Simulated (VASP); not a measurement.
Computed with PBE GGA, VASP's PBE PAW potentials (set 64) (plane waves; VASP).

VASP input:

### POSCAR
```
Ca
1.0
  0.0000000000   2.7908030000   2.7908030000
  2.7908030000   0.0000000000   2.7908030000
  2.7908030000   2.7908030000   0.0000000000
Ca
1
Cartesian
  0.0000000000   0.0000000000   0.0000000000
```

KPOINTS:
```
Automatic mesh
0
Gamma
10 10 10
0 0 0
```

INCAR:
```
ALGO = Normal
EDIFF = 1E-6
ENCUT = 180
GGA = PE
ISIF = 2
ISMEAR = 0
LASPH = .TRUE.
LCHARG = .FALSE.
LREAL = .FALSE.
LWAVE = .FALSE.
NELM = 100
PREC = Accurate
SIGMA = 0.272
SYSTEM = Ca
```

POTCAR, in this order: Ca_sv (PBE.64 set). Program: vasp_std.

What VASP printed:

File OUTCAR:
```
 ion  position               nearest neighbor table
   1  0.000  0.000  0.000-
  LATTYP: Found a face centered cubic cell.
 ALAT       =     5.5816060000
 Subroutine PRICEL returns:
 Original cell was already a primitive cell.
 Subroutine GETGRP returns: Found 48 space group operations
The static configuration has the point symmetry O_h .
The dynamic configuration has the point symmetry O_h .
 Subroutine INISYM returns: Found 48 space group operations
 Subroutine IBZKPT returns following result:
 Found     47 irreducible k-points:

 Following reciprocal coordinates:
            Coordinates               Weight
  0.000000  0.000000  0.000000      1.000000
  0.100000  0.000000  0.000000      8.000000
  0.200000  0.000000  0.000000      8.000000
  0.300000  0.000000  0.000000      8.000000
  0.400000  0.000000  0.000000      8.000000
  0.500000  0.000000  0.000000      4.000000
  0.100000  0.100000  0.000000      6.000000
  0.200000  0.100000  0.000000     24.000000
  0.300000  0.100000  0.000000     24.000000
  0.400000  0.100000  0.000000     24.000000
  0.500000  0.100000  0.000000     24.000000
 -0.400000  0.100000  0.000000     24.000000
 -0.300000  0.100000  0.000000     24.000000
 -0.200000  0.100000  0.000000     24.000000
 -0.100000  0.100000  0.000000     12.000000
  0.200000  0.200000  0.000000      6.000000
  0.300000  0.200000  0.000000     24.000000
  0.400000  0.200000  0.000000     24.000000
  0.500000  0.200000  0.000000     24.000000
 -0.400000  0.200000  0.000000     24.000000
 -0.300000  0.200000  0.000000     24.000000
 -0.200000  0.200000  0.000000     12.000000
  0.300000  0.300000  0.000000      6.000000
  0.400000  0.300000  0.000000     24.000000
  0.500000  0.300000  0.000000     24.000000
 -0.400000  0.300000  0.000000     24.000000
 -0.300000  0.300000  0.000000     12.000000
  0.400000  0.400000  0.000000      6.000000
  0.500000  0.400000  0.000000     24.000000
 -0.400000  0.400000  0.000000     12.000000
  0.500000  0.500000  0.000000      3.000000
  0.300000  0.200000  0.100000     24.000000
  0.400000  0.200000  0.100000     48.000000
  0.500000  0.200000  0.100000     48.000000
 -0.400000  0.200000  0.100000     24.000000
  0.400000  0.300000  0.100000     24.000000
  0.500000  0.300000  0.100000     48.000000
 -0.400000  0.300000  0.100000     48.000000
 -0.300000  0.300000  0.100000     48.000000
 -0.200000  0.300000  0.100000     24.000000
   k-points           NKPTS =     47   k-points in BZ     NKDIM =     47   number of bands    NBANDS=      9
   number of dos      NEDOS =    301   number of ions     NIONS =      1
   total plane-waves  NPLWV =   5832
   dimension x,y,z NGX =    18 NGY =   18 NGZ =   18
   dimension x,y,z NGXF=    36 NGYF=   36 NGZF=   36
   ions per type =               1
   PREC   = accura    normal or accurate (medium, high low for compatibility)
   ISTART =      0    job   : 0-new  1-cont  2-samecut
   ICHARG =      2    charge: 1-file 2-atom 10-const
   ISPIN  =      1    spin polarized calculation?
   LNONCOLLINEAR =      F non collinear calculations
   LSORBIT =      F    spin-orbit coupling
   INIWAV =      1    electr: 0-lowe 1-rand  2-diag
   ENCUT  =  180.0 eV  13.23 Ry    3.64 a.u.   4.32  4.32  4.32*2*pi/ulx,y,z
   NELM   =    100;   NELMIN=  2; NELMDL= -5     # of ELM steps
   EDIFF  = 0.1E-05   stopping-criterion for ELM
   LREAL  =      F    real-space projection
   NLSPLINE    = F    spline interpolate recip. space projectors
   LMAXMIX     =    2 max onsite mixed and CHGCAR
   VOSKOWN=      0    Vosko Wilk Nusair interpolation
...
```

**OSZICAR**
```
       N       E                     dE             d eps       ncg     rms          rms(c)
DAV:   1     0.152691864633E+02    0.15269E+02   -0.34136E+03  1134   0.487E+02
DAV:   2    -0.193868431947E+01   -0.17208E+02   -0.17108E+02   938   0.115E+02
DAV:   3    -0.219994359718E+01   -0.26126E+00   -0.25982E+00  1335   0.113E+01
DAV:   4    -0.220385390670E+01   -0.39103E-02   -0.39057E-02  1179   0.114E+00
DAV:   5    -0.220386163350E+01   -0.77268E-05   -0.77260E-05  1418   0.431E-02    0.310E+00
DAV:   6    -0.217794762076E+01    0.25914E-01   -0.67708E-03   938   0.744E-01    0.183E+00
DAV:   7    -0.218665540858E+01   -0.87078E-02   -0.86202E-03   916   0.748E-01    0.703E-02
DAV:   8    -0.218693700508E+01   -0.28160E-03   -0.13686E-03  1050   0.319E-01    0.358E-02
DAV:   9    -0.218699192640E+01   -0.54921E-04   -0.10564E-04  1246   0.650E-02    0.174E-02
DAV:  10    -0.218699945620E+01   -0.75298E-05   -0.28530E-05  1341   0.526E-02    0.769E-03
DAV:  11    -0.218699770169E+01    0.17545E-05   -0.11324E-06  1010   0.107E-02    0.125E-03
DAV:  12    -0.218699749056E+01    0.21113E-06   -0.49313E-08   556   0.193E-03
   1 F= -.21869975E+01 E0= -.21646559E+01  d E =-.446833E-01
```

File OUTCAR:
```
------------------------ aborting loop because EDIFF is reached ----------------------------------------
  FORCE on cell =-STRESS in cart. coord.  units (eV):
  Direction    XX          YY          ZZ          XY          YZ          ZX
  --------------------------------------------------------------------------------------
  Total       -2.3710716     -2.3710716     -2.3710716      0.0000000     -0.0000000      0.0000000
  in kB      -87.3851656    -87.3851656    -87.3851656      0.0000000     -0.0000000      0.0000000
  external PRESSURE =     -87.3851656 kB  Pullay stress =       0.0000000 kB
  volume of cell :       43.47
      direct lattice vectors                 reciprocal lattice vectors
     0.000000000  2.790803000  2.790803000    -0.179159905  0.179159905  0.179159905
     2.790803000  0.000000000  2.790803000     0.179159905 -0.179159905  0.179159905
     2.790803000  2.790803000  0.000000000     0.179159905  0.179159905 -0.179159905
 POSITION                                       TOTAL-FORCE (eV/Angst)
 -----------------------------------------------------------------------------------
      0.00000      0.00000      0.00000         0.000000      0.000000      0.000000
 -----------------------------------------------------------------------------------
    total drift:                                0.000000     -0.000000     -0.000000
  FREE ENERGIE OF THE ION-ELECTRON SYSTEM (eV)
  ---------------------------------------------------
  free  energy   TOTEN  =        -2.1869974906 eV

  energy  without entropy=       -2.1423142101  energy(sigma->0) =       -2.16465585
```
(Selected blocks of OUTCAR.)

At this cut-off the stress carries a Pulay error, which pulls relaxed volumes low.

The structure comes from a computed database's Ca entry; how it stands against other phases isn't given here. The cell was not relaxed at this level, and its volume differs by -4.4 % from the start's. The run is one of a series of settings (ENCUT = 180 against the base run), some of them coarse on purpose.
